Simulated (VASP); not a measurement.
Data:

```
CELL_PARAMETERS angstrom
      3.11277     0.00000     0.00000
      0.00000     3.60352     0.00000
      0.00000     0.00000     7.60780
ATOMIC_POSITIONS crystal
  Al 0.50000 0.00000 0.89249
  Al 0.00000 0.50000 0.10751
  Cl 0.00000 0.00000 0.67393
  Cl 0.50000 0.50000 0.32607
  O  0.50000 0.50000 0.94924
  O  0.00000 0.00000 0.05076
```

All values below come from LDA (Ceperley-Alder, Perdew-Zunger), VASP's LDA PAW potentials (set 64) (plane waves; VASP). Run with 520 eV cut-off, 7×6×3 Γ-centred mesh, Gaussian smearing of 0.010 eV, potentials Al Cl O.

Give the electronic dielectric tensor ε∞ (DFPT, local fields included).

```
3.47  0.00  0.00
0.00  2.96  0.00
0.00  0.00  3.16
```

Give the Born effective charges.

| atom | Z*xx | Z*yy | Z*zz | mean |
|---|---|---|---|---|
| Al1 | 3.28 | 2.68 | 2.61 | 2.86 |
| Al2 | 3.28 | 2.68 | 2.61 | 2.86 |
| Cl3 | -1.30 | -0.42 | -0.90 | -0.87 |
| Cl4 | -1.30 | -0.42 | -0.90 | -0.87 |
| O5 | -1.99 | -2.26 | -1.70 | -1.98 |
| O6 | -1.99 | -2.26 | -1.70 | -1.98 |

And the static tensor with the ions free?

```
9.74  0.00  0.00
0.00  5.09  0.00
0.00  0.00  4.76
```

Which frequencies do the optical Γ-point modes have (no LO-TO splitting)?

122, 150, 162, 234, 244, 338, 366, 390, 398, 440, 511, 536, 602, 647, 816 cm⁻¹.

The structure comes from a computed database's AlClO entry (Pmmn); how it stands against other phases isn't given here. It was relaxed first, which changed the volume by -5 %.
